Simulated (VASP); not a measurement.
Ga3F:

```xyz
4
Lattice="4.0808 0.0000 0.0000 0.0000 4.0808 0.0000 0.0000 0.0000 4.0808" Properties=species:S:1:pos:R:3 pbc="T T T"
Ga    2.0404    2.0404    0.0000
Ga    2.0404    0.0000    2.0404
Ga    0.0000    2.0404    2.0404
F     0.0000    0.0000    0.0000
```

The cell was built by a generator and needn't be a form met in nature.

- Program: VASP 6.6.1
- Task: relaxation of cell and atoms
- Functional: PBE
- Potentials or basis: VASP PAW PBE potentials, release 64 (Ga_d, F)
- Cutoff: 600 eV
- k mesh: 7 × 7 × 7
- Occupations: gaussian, width 0.05 eV
- Spin: no spin polarisation

At the start: pressure 1.5 GPa; volume 16.99 Å³/atom.

**Question.** How do energy, volume and symmetry change on relaxing?

**Answer.** Over 5 steps the energy falls by 2.4 meV/atom and the volume is 17.50 Å³/atom (+3.0 %); space group Pm-3m (No. 221, to 0.05 Å).

The path:
```tsv
step	energy change (eV)	largest force (eV/Å)	pressure (GPa)	volume (Å³)
1	0.0000	0.0000	1.47	67.96
2	-0.0090	0.0000	0.39	69.50
3	-0.0097	0.0000	-0.06	70.08
4	-0.0097	0.0000	0.09	70.00
5	-0.0097	0.0000	0.04	70.01
```

Final structure:
```
Ga F
1.0
     4.12149    0.00000    0.00000
     0.00000    4.12149    0.00000
     0.00000    0.00000    4.12149
Ga F
3 1
Direct
  0.50000 0.50000 0.00000
  0.50000 0.00000 0.50000
  0.00000 0.50000 0.50000
  0.00000 0.00000 0.00000
```
